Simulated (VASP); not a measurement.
# What goes wrong when the modes of PtSe2 are computed with a bad input, part 2 of 2

Aim: see how common mistakes in a phonon run show up, on PtSe2. The starting structure is a measured crystal structure from the Crystallography Open Database.

VASP 6.6.1.

Results so far: reference A2u 219.6 cm⁻¹; finite displacements, else as the reference A2u 219.5 cm⁻¹.

The database entry behind the starting cell is an old determination (1929), so it need not match the best structure at ambient conditions.

**4. Modes with perturbation theory asked for with a meta-GGA**

Level of this step: the functional as typed; plane waves and PAW (Pt, Se) (VASP).

A slip made on purpose: perturbation theory asked for with a meta-GGA. Against step 2 the input has METAGGA = R2SCAN, LASPH = .TRUE. and no GGA (also changed: NELM).

Contents of INCAR:

```
SYSTEM = PtSe2
PREC = Accurate
ENCUT = 450
EDIFF = 1E-08
NELM = 60
ISMEAR = 1
SIGMA = 0.15
LREAL = .FALSE.
ALGO = Normal
NBANDS = 17
LORBIT = 11
LWAVE = .FALSE.
LCHARG = .FALSE.
KPAR = 2
IBRION = 8
ISIF = 2
METAGGA = R2SCAN
LASPH = .TRUE.
```

Contents of POSCAR:

```
PtSe2
1.0
    3.7456164614      0.0000000000      0.0000000000
   -1.8728082307      3.2437990084      0.0000000000
    0.0000000000      0.0000000000      4.7602821918
Pt Se
1 2
Direct
    0.0000000000      0.0000000000      0.0000000000
    0.6666666667      0.3333333333      0.7349594690
    0.3333333333      0.6666666667      0.2650405310
```

Contents of KPOINTS:

```
Automatic mesh
0
Gamma
12 12 8
0 0 0
```

Potentials, in the order of the species: Pt and Se (LDA family, release 64).

The run is started by

```console
mpirun -np 2 vasp_std
```

What it wrote:

```text
[banner, memory and clock lines left out]
running    2 mpi-ranks, on    1 nodes
[...]
|                                                                             |
|               ----> ADVICE to this user running VASP <----                  |
|                                                                             |
|     You enforced a specific xc type in the INCAR file but a different       |
|     [... a line on the potential file left out ...]
|     I HOPE YOU KNOW WHAT YOU ARE DOING!                                     |
|                                                                             |

 LDA part: xc-table for (None), standard interpolation
 POSCAR, INCAR and KPOINTS ok, starting setup
[...]
entering main loop
       N       E                     dE             d eps       ncg     rms          rms(c)
DAV:   1    -0.152501611058E+04   -0.15250E+04   -0.96616E+03  4518   0.104E+03
DAV:   2    -0.164110604955E+04   -0.11609E+03   -0.11282E+03  5613   0.216E+02
[...]
1 F= -.16395232E+04 E0= -.16395231E+04  d E =-.160909E-03
|                                                                             |
|     EEEEEEE  RRRRRR   RRRRRR   OOOOOOO  RRRRRR      ###     ###     ###     |
|     E        R     R  R     R  O     O  R     R     ###     ###     ###     |
|     E        R     R  R     R  O     O  R     R     ###     ###     ###     |
|     EEEEE    RRRRRR   RRRRRR   O     O  RRRRRR       #       #       #      |
|     E        R   R    R   R    O     O  R   R                               |
|     E        R    R   R    R   O     O  R    R      ###     ###     ###     |
|     EEEEEEE  R     R  R     R  OOOOOOO  R     R     ###     ###     ###     |
|                                                                             |
|     You have switched on METAGGA and linear-response routines. This         |
|     combination is currently not supported. If you have selected            |
|     LEPSILON=.TRUE., you can try using LCALCEPS=.TRUE. instead. In all      |
|     other cases, VASP will stop. SOOO sorry...                              |
|                                                                             |
|       ---->  I REFUSE TO CONTINUE WITH THIS SICK JOB ... BYE!!! <----       |
|                                                                             |

1
1
```

The job ended after 4 min (2 MPI ranks of AMD EPYC 7R43, shared host).

VASP stopped with this message: “You have switched on METAGGA and linear-response routines. This combination is currently not supported. If you have selected LEPSILON=.TRUE., you can try using LCALCEPS=.TRUE. instead”.

**5. Modes with a cutoff far too low**

A slip made on purpose: a cutoff far too low. Against step 2 the input has ENCUT = 130 (also changed: NELM).

Contents of INCAR:

```
SYSTEM = PtSe2
PREC = Accurate
ENCUT = 130
EDIFF = 1E-08
NELM = 60
ISMEAR = 1
SIGMA = 0.15
LREAL = .FALSE.
ALGO = Normal
GGA = CA
NBANDS = 17
LORBIT = 11
LWAVE = .FALSE.
LCHARG = .FALSE.
KPAR = 2
IBRION = 8
ISIF = 2
```

POSCAR is that of step 4.

KPOINTS is that of step 4.

The run is started by

```console
mpirun -np 2 vasp_std
```

What it wrote:

```text
[... set-up lines as in an earlier step ...]
 entering main loop
       N       E                     dE             d eps       ncg     rms          rms(c)
DAV:   1     0.216947229425E+02    0.21695E+02   -0.46131E+03  5314   0.362E+02
DAV:   2    -0.186622522945E+02   -0.40357E+02   -0.39076E+02  5839   0.105E+02
DAV:   3    -0.195408959302E+02   -0.87864E+00   -0.87623E+00  5065   0.155E+01
DAV:   4    -0.195438551995E+02   -0.29593E-02   -0.29586E-02  5919   0.975E-01
[...]
DAV:  14    -0.157308898186E+02   -0.17332E-06   -0.56239E-08  5347   0.140E-03    0.109E-03
DAV:  15    -0.157308898686E+02   -0.50012E-07   -0.96319E-09  2573   0.649E-04    0.265E-04
DAV:  16    -0.157308898657E+02    0.28642E-08   -0.12476E-09  2387   0.199E-04
   1 F= -.15730890E+02 E0= -.15730819E+02  d E =-.213541E-03
 Linear response reoptimize wavefunctions to high precision
DAV:   1    -0.157308898637E+02    0.20129E-08   -0.22306E-10  2476   0.100E-04
DAV:   2    -0.157308898637E+02    0.25693E-10   -0.22231E-11  2352   0.267E-05
 Linear response DOF=           4
 Linear response progress:
[...]
RMM:  10    -0.723876157703E-01    0.19453E-07   -0.20889E-08 34778   0.415E-05    0.359E-06
RMM:  11    -0.723876265290E-01   -0.10759E-07   -0.18348E-08 36527   0.397E-05    0.759E-07
RMM:  12    -0.723876261909E-01    0.33812E-09   -0.16716E-08 29376   0.381E-05    0.347E-07
 first order change of Fermi-energy  -0.87784E-05
 force on displaced ion       2 direction 1 : -10.303  -0.001  -0.000
 Linear response progress:
  Degree of freedom:   4/  4
       N       E                     dE             d eps       ncg     rms          rms(c)
RMM:   1    -0.865784701469E-01   -0.86578E-01    0.65082E-02 10374   0.130E+00
RMM:   2    -0.854795248137E-01    0.10989E-02   -0.17466E-03  7042   0.219E-01    0.239E-01
RMM:   3    -0.851871538328E-01    0.29237E-03   -0.20955E-04  7630   0.614E-02    0.119E-01
RMM:   4    -0.850775685236E-01    0.10959E-03   -0.64244E-05  7422   0.418E-02    0.733E-02
[...]
RMM:  10    -0.851085391292E-01    0.89777E-07   -0.18081E-09  7951   0.764E-05    0.147E-05
RMM:  11    -0.851085834827E-01   -0.44353E-07   -0.25582E-08  7417   0.409E-05    0.547E-06
RMM:  12    -0.851085849977E-01   -0.15149E-08    0.65310E-09  7115   0.388E-05    0.117E-06
 first order change of Fermi-energy   0.93343E+00
 force on displaced ion       2 direction 3 :  -0.000   0.000 -12.557
 Linear response finished
```

Run time: 1.7 min. Hardware: 2 MPI ranks; peak memory 0.53 GiB; 3.3 min of CPU time.

From OUTCAR (step 5):

```text
  Total      -44.2212078    -44.2212078    -45.0544859     -0.0000000      0.0000000      0.0000000
  in kB    -1224.9863297  -1224.9863297  -1248.0692417     -0.0000000      0.0000000      0.0000000
  external PRESSURE =   -1232.6806337 kB  Pullay stress =       0.0000000 kB

 POSITION                                       TOTAL-FORCE (eV/Angst)
 -----------------------------------------------------------------------------------
      0.00000      0.00000      0.00000         0.000000      0.000000      0.000000
      1.87281      1.08127      3.49861         0.000000      0.000000      0.272140
     -0.00000      2.16253      1.26167        -0.000000     -0.000000     -0.272140
 -----------------------------------------------------------------------------------
    total drift:                                0.000000     -0.000000      0.000000

[... 1 part as in an earlier step ...]

[... 1 further part left out ...]
```

With a cutoff far too low the modes are Eu 249.5, A2u 249.0, A1g 228.5, Eg 191.3 cm⁻¹; the largest shift is +32.4 cm⁻¹, in Eu, from the reference.

**6. Modes with a loose electronic threshold**

A slip made on purpose: a loose electronic threshold. Against step 2 the input has EDIFF = 1E-04, IBRION = 6, NFREE = 2 and POTIM = 0.015 (also changed: NELM and NSW).

Edit INCAR of step 5 so:

```diff
@@ -2,4 +2,4 @@
 PREC = Accurate
-ENCUT = 130
-EDIFF = 1E-08
+ENCUT = 450
+EDIFF = 1E-04
 NELM = 60
@@ -15,3 +15,6 @@
 KPAR = 2
-IBRION = 8
+IBRION = 6
+NFREE = 2
+POTIM = 0.015
+NSW = 1
 ISIF = 2
```

POSCAR is that of step 5.

KPOINTS is that of step 5.

The run is started by

```console
mpirun -np 2 vasp_std
```

What it wrote:

```text
[... set-up lines as in an earlier step ...]
 entering main loop
       N       E                     dE             d eps       ncg     rms          rms(c)
[... 9 cycles as in an earlier step ...]
DAV:  10    -0.170909081605E+02    0.33271E-04   -0.11529E-03  5096   0.211E-01    0.383E-02
DAV:  11    -0.170909041369E+02    0.40236E-05   -0.43512E-05  2398   0.518E-02
   1 F= -.17090904E+02 E0= -.17090921E+02  d E =0.500531E-04
[... from here on, the cycles between the ionic steps are left out ...]
   2 F= -.17089278E+02 E0= -.17089299E+02  d E =0.643804E-04
   3 F= -.17089226E+02 E0= -.17089248E+02  d E =0.633281E-04
   4 F= -.17089175E+02 E0= -.17089193E+02  d E =0.532107E-04
   5 F= -.17089169E+02 E0= -.17089188E+02  d E =0.579447E-04
   6 F= -.17090049E+02 E0= -.17090062E+02  d E =0.386760E-04
   7 F= -.17090036E+02 E0= -.17090049E+02  d E =0.374410E-04
   8 F= -.17089863E+02 E0= -.17089863E+02  d E =0.207708E-05
   9 F= -.17089838E+02 E0= -.17089870E+02  d E =0.959201E-04
 Finite differences progress:
  Degree of freedom:   4/  4
  Displacement:        2/  2
  Total:               8/  8
```

The job ended after 4.5 min (2 MPI ranks; peak memory 1.5 GiB; 9 min of CPU time).

OUTCAR, selected parts (step 6):

```text
  Total       -0.1284144     -0.1284144     -0.1148917      0.0000000      0.0000000      0.0000000
  in kB       -3.5572486     -3.5572486     -3.1826517      0.0000000      0.0000000      0.0000000
  external PRESSURE =      -3.4323830 kB  Pullay stress =       0.0000000 kB

 POSITION                                       TOTAL-FORCE (eV/Angst)
 -----------------------------------------------------------------------------------
      0.00000      0.00000      0.00000         0.000000      0.000000     -0.112345
      1.87281      1.08127      3.48361        -0.000000      0.000000      0.144770
     -0.00000      2.16253      1.26167        -0.000000     -0.000000     -0.032425
 -----------------------------------------------------------------------------------
    total drift:                                0.004414      0.000005      0.001939

  FREE ENERGIE OF THE ION-ELECTRON SYSTEM (eV)
  ---------------------------------------------------
  free  energy   TOTEN  =       -17.0898380811 eV

  energy  without entropy=      -17.0899340012  energy(sigma->0) =      -17.08987005

[... 2 parts as in an earlier step ...]

[... 1 further part left out ...]
[key lines of the parts left out:]
E-fermi :   7.0579
```

With a loose electronic threshold the modes are A2u 217.6, Eu 216.1, A1g 204.8, Eg 165.2 cm⁻¹; the largest shift is -2.0 cm⁻¹, in A1g, from finite displacements, else as the reference.

**7. Modes with a k mesh far too coarse**

A slip made on purpose: a k mesh far too coarse. Against step 2 the input has a 2×2×2 mesh (also changed: NELM and KPAR).

Contents of INCAR:

```
SYSTEM = PtSe2
PREC = Accurate
ENCUT = 450
EDIFF = 1E-08
NELM = 60
ISMEAR = 1
SIGMA = 0.15
LREAL = .FALSE.
ALGO = Normal
GGA = CA
NBANDS = 17
LORBIT = 11
LWAVE = .FALSE.
LCHARG = .FALSE.
IBRION = 8
ISIF = 2
```

POSCAR is that of step 6.

Contents of KPOINTS:

```
Automatic mesh
0
Gamma
2 2 2
0 0 0
```

The run is started by

```console
mpirun -np 2 vasp_std
```

What it wrote:

```text
[banner, memory and clock lines left out]
running    2 mpi-ranks, on    1 nodes
[...]
LDA part: xc-table for (Slater(with rela. corr.)+CA(PZ))
 , standard interpolation
|                                                                             |
|           W    W    AA    RRRRR   N    N  II  N    N   GGGG   !!!           |
|           W    W   A  A   R    R  NN   N  II  NN   N  G    G  !!!           |
|           W    W  A    A  R    R  N N  N  II  N N  N  G       !!!           |
|           W WW W  AAAAAA  RRRRR   N  N N  II  N  N N  G  GGG   !            |
|           WW  WW  A    A  R   R   N   NN  II  N   NN  G    G                |
|           W    W  A    A  R    R  N    N  II  N    N   GGGG   !!!           |
|                                                                             |
|     The number of bands has been changed from the values supplied in        |
|     The orbitals not found in the WAVECAR file will be initialized with     |
|     random numbers, which is usually adequate. For correlated               |
[...]
RMM:   8    -0.769589934343E-01   -0.50763E-06   -0.10988E-07   507   0.207E-04    0.975E-05
RMM:   9    -0.769585359938E-01    0.45744E-06    0.48666E-08   514   0.127E-04    0.176E-05
RMM:  10    -0.769585387663E-01   -0.27726E-08    0.52092E-08   522   0.101E-04    0.623E-06
 first order change of Fermi-energy  -0.55519E-05
 force on displaced ion       2 direction 1 :  -5.440  -0.009  -0.000
 Linear response progress:
  Degree of freedom:   4/  4
       N       E                     dE             d eps       ncg     rms          rms(c)
RMM:   1    -0.905402446574E-01   -0.90540E-01    0.72600E-02   316   0.135E+00
RMM:   2    -0.891845684090E-01    0.13557E-02   -0.14169E-03   228   0.216E-01    0.159E-01
RMM:   3    -0.889756707145E-01    0.20890E-03   -0.68351E-05   241   0.400E-02    0.964E-02
RMM:   4    -0.888585436323E-01    0.11713E-03   -0.33444E-05   242   0.309E-02    0.293E-02
[...]
RMM:  14    -0.888545547331E-01    0.23979E-07    0.14364E-07   227   0.123E-04    0.432E-07
RMM:  15    -0.888545714123E-01   -0.16679E-07    0.42192E-08   230   0.123E-04    0.222E-07
RMM:  16    -0.888545785451E-01   -0.71328E-08    0.86746E-08   232   0.123E-04    0.135E-07
 first order change of Fermi-energy   0.18566E+01
 force on displaced ion       2 direction 3 :  -0.000  -0.000 -11.659
 Linear response finished
```

The job ended after 24 s (2 MPI ranks; peak memory 0.24 GiB; 45 s of CPU time).

OUTCAR, selected parts (step 7):

```text
  Total       -0.0708273     -0.0708273     -0.3801211      0.0000000     -0.0000000      0.0000000
  in kB       -1.9620094     -1.9620094    -10.5298613      0.0000000     -0.0000000      0.0000000
  external PRESSURE =      -4.8179600 kB  Pullay stress =       0.0000000 kB

 POSITION                                       TOTAL-FORCE (eV/Angst)
 -----------------------------------------------------------------------------------
      0.00000      0.00000      0.00000         0.000000      0.000000      0.000000
      1.87281      1.08127      3.49861         0.000000     -0.000000      1.374513
     -0.00000      2.16253      1.26167         0.000000      0.000000     -1.374513
 -----------------------------------------------------------------------------------
    total drift:                                0.000000     -0.000000      0.000000

[... 1 part as in an earlier step ...]

[... 1 further part left out ...]
```

With a k mesh far too coarse the modes are Eu 267.6, A1g 229.9, A2u 223.0, Eg -45.9 cm⁻¹; Eg, real with the reference, turns imaginary. Imaginary, given as negative numbers: Eg.

**8. All runs side by side**

| run | ended | A2u | Eu | A1g | Eg | imaginary modes, each partner counted | method | core minutes |
| --- | --- | --- | --- | --- | --- | --- | --- | --- |
| reference | converged | 219.6 | 217.1 | 206.8 | 165.2 | 0 | perturbation theory | 33.2 |
| finite displacements, else as the reference | converged | 219.5 | 217.2 | 206.8 | 165.1 | 0 | finite displacements | 24.3 |
| perturbation theory asked for with a meta-GGA | stopped by VASP | - | - | - | - | - | perturbation theory | 8.03 |
| a cutoff far too low | converged | 249.0 | 249.5 | 228.5 | 191.3 | 0 | perturbation theory | 3.33 |
| a loose electronic threshold | converged | 217.6 | 216.1 | 204.8 | 165.2 | 0 | finite displacements | 9.04 |
| a k mesh far too coarse | converged | 223.0 | 267.6 | 229.9 | -45.9 | 2 | perturbation theory | 0.8 |

Modes are in cm⁻¹, degenerate ones as one, matched between runs by symmetry and order. A number in brackets counts the listed modes of one symmetry from the lowest. The symmetry labels come from an automatic analysis and can be wrong where levels nearly coincide. Core minutes are wall time times ranks of the run shown, on a shared host.

**9. What came out**

| Property | Result |
| --- | --- |
| A2u, reference | 219.6 cm⁻¹ |
| Eg, reference | 165.2 cm⁻¹ |
| A2u, finite displacements, else as the reference | 219.5 cm⁻¹ |
| Eg, finite displacements, else as the reference | 165.1 cm⁻¹ |
| A2u, a cutoff far too low | 249.0 cm⁻¹ |
| Eg, a cutoff far too low | 191.3 cm⁻¹ |
| A2u, a loose electronic threshold | 217.6 cm⁻¹ |
| Eg, a loose electronic threshold | 165.2 cm⁻¹ |
| A2u, a k mesh far too coarse | 223.0 cm⁻¹ |
| Eg, a k mesh far too coarse | -45.9 cm⁻¹ |
| run with perturbation theory asked for with a meta-GGA | stopped by VASP |

VASP stopped by itself in the run with perturbation theory asked for with a meta-GGA. Finished, but with signs in the output that stand out against the reference: a cutoff far too low, with modes off by up to +32 cm⁻¹, in Eu (signs: a pressure of -123.3 GPa on the undisplaced cell and forces of up to 0.27 eV/Å on the undisplaced atoms); a k mesh far too coarse, with Eg turned imaginary (signs: a pressure of -0.5 GPa on the undisplaced cell, forces of up to 1.37 eV/Å on the undisplaced atoms and imaginary modes). Little came of a loose electronic threshold in this material. Runs with finite displacements are held against the sound run of that kind. Further runs on this material are not shown.

[Lines on the potential files, build, host, timing and source positions are cut from VASP's logs without a mark.]

[Logs are printed without paths, hosts, clocks, repeated set-up lines and the standing remarks that a program may print on its own settings, such as how far it seeks lower states.]

[Hosts, paths, dates, database ids (printed as entryN), source tags and the programs' standing remarks are cut or masked in the printed files.]
